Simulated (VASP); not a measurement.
A cell of DyPb$_{3}$ (space group Pm-3m) near equilibrium:

```
CELL_PARAMETERS angstrom
      4.79585     0.00000     0.00000
      0.00000     4.79585     0.00000
      0.00000     0.00000     4.79585
ATOMIC_POSITIONS crystal
  Dy 0.00000 0.00000 0.00000
  Pb 0.00000 0.50000 0.50000
  Pb 0.50000 0.00000 0.50000
  Pb 0.50000 0.50000 0.00000
```

Method: PBEsol GGA, VASP's PBE PAW potentials (set 64) (plane waves; VASP 6.6.1).

The 4f electrons are frozen in the core of the lanthanide potential, so 4f levels, which can set the real gap, and their magnetism are missing.

```json
[
 {"run": "as it is", "ΔE (meV/atom)": "0.0", "σxx": "-0.03", "σyy": "-0.03", "σzz": "-0.03", "largest shear component, with its sign (GPa)": "0.00", "largest force (eV/Å)": "0.000"},
 {"run": "after one change", "ΔE (meV/atom)": "2.0", "σxx": "-1.22", "σyy": "-1.22", "σzz": "-0.99", "largest shear component, with its sign (GPa)": "0.00", "largest force (eV/Å)": "0.000"}
]
```
Stress is in GPa, positive when the cell is compressed.

Problem. Name the change that produced these shifts.
A. atom 1 (Dy) moved by -0.200 Å along z
B. biaxial strain of +3.0 % in the xz plane
C. uniaxial strain of -3.0 % along x
D. biaxial strain of +1.0 % in the xy plane

Solution. D, biaxial strain of +1.0 % in the xy plane

The structure comes from a computed database's DyPb3 entry (Pm-3m); how it stands against other phases isn't given here. The electron count is odd and the run is not spin-polarised, which forces a metal.
